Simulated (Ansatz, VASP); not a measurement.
# NbB2 in VASP and in Ansatz

INCAR

```
SYSTEM = NbB2
  PREC = Accurate
  ENCUT = 520
  EDIFF = 1E-7
  ISMEAR = 0
  SIGMA = 0.15
  LREAL = .False.
  LASPH = .True.
  NELM = 100
  ALGO = Fast
  ISIF = 2
  LWAVE = .False.
  LCHARG = .False.
  GGA = CA
  NBANDS = 16
```

Contents of KPOINTS:

```
regular mesh
0
Gamma
  18 18 14
  0 0 0
```

File POSCAR:

```
NbB2
1.0
    3.0719809748      0.0000000000      0.0000000000
   -1.5359904874      2.6604135641      0.0000000000
    0.0000000000      0.0000000000      3.2813216790
Nb B
1 2
Direct
    0.0000000000      0.0000000000      0.0000000000
    0.3333333333      0.6666666667      0.5000000000
    0.6666666667      0.3333333333      0.5000000000
```

Input for Ansatz:

```yaml
crystal:
  lattice:
    - [3.0719809748, 0.0, 0.0]
    - [-1.5359904874, 2.6604135641, 0.0]
    - [0.0, 0.0, 3.281321679]
  atoms:
    - { symbol: Nb, position: [0.0, 0.0, 0.0] }
    - { symbol: B, position: [0.3333333333, 0.6666666667, 0.5] }
    - { symbol: B, position: [0.6666666667, 0.3333333333, 0.5] }
basis:
  ecutwfc: 420
kpoints:
  mp_grid: { grid: [18, 18, 14] }
hamiltonian:
  xc: lda
scf:
  occupations: { method: gaussian, width: 0.15 }
output:
  forces: true
  stress: true
  eigenvalues: true
```

Alike in both runs: task single point; functional LDA; k mesh 18 × 18 × 14; occupations gaussian, width 0.15 eV; no spin polarisation.

|  | VASP | Ansatz |
| --- | --- | --- |
| version | VASP 6.6.1 | Ansatz 0.2.0 |
| potentials or method | VASP PAW LDA potentials, release 64 (Nb_sv, B) | scalar-relativistic, plane waves, PAW |
| plane-wave cutoff (eV) | 520 | 420 |
| valence electrons in the cell | 19 | 19 |

```tsv
	VASP	Ansatz	Ansatz less VASP
gap on the k mesh at the Fermi level (eV)	none	none	-
pressure (GPa)	0.1	0.0	-0.06
largest component of the traceless stress (GPa)	0.71	0.58	-0.128
```

A gap of «none» marks a metal or a gap that the smearing closes.
